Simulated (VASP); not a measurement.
Here is the system:

```
CdSe
1.0
    0.00000     3.04939     3.04939
    3.04939     0.00000     3.04939
    3.04939     3.04939     0.00000
Cd Se
1 1
Direct
  0.00000   0.00000   0.00000
  0.75000   0.75000   0.75000
```

The numbers are results of PBEsol GGA, VASP's PBE PAW potentials (set 64) (plane waves; VASP), not measurements. Run with 300 eV cut-off, 5×5×5 Γ-centred mesh, Gaussian smearing of 0.010 eV, potentials Cd Se.

Q: Predict the energy per atom (σ→0), band gap (on the k-mesh) with the smallest direct gap where there is one.

A: 
The band gap (on the k-mesh) is 0.45 eV. The smallest direct gap (on the k-mesh) is 0.45 eV. The energy per atom (σ→0) is -3.080 eV/atom.

The structure comes from a computed database's CdSe entry; how it stands against other phases isn't given here. The cell was not relaxed at this level.
